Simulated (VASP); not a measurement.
Given:

```
LuSe
1.0
    0.00000     2.79727     2.79727
    2.79727     0.00000     2.79727
    2.79727     2.79727     0.00000
Lu Se
1 1
Direct
  0.00000   0.00000   0.00000
  0.46425   0.53575   0.46425
```

These are r2SCAN meta-GGA, VASP's PBE PAW potentials (set 64) (plane waves; VASP) values and carry that method's errors. Run with 480 eV cut-off, 10×10×10 Γ-centred mesh, first-order Methfessel-Paxton smearing of 0.10 eV, potentials Lu_3 Se.

### Question
Predict the energy per atom (σ→0), pressure, largest force, band gap (on the k-mesh) with the smallest direct gap where there is one.

### Answer

```
Property                                                     Value
------------------------  ----------------------------------------
band gap (on the k-mesh)  none (metal, semimetal or under 0.01 eV)
energy per atom (σ→0)                              -27.931 eV/atom
pressure                                                  1.80 GPa
largest force                                           1.503 eV/Å
```

The structure comes from a computed database's LuSe entry (Fm-3m); how it stands against other phases isn't given here. This cell was strained or had an atom moved on purpose. The electron count is odd and the run is not spin-polarised, which forces a metal.
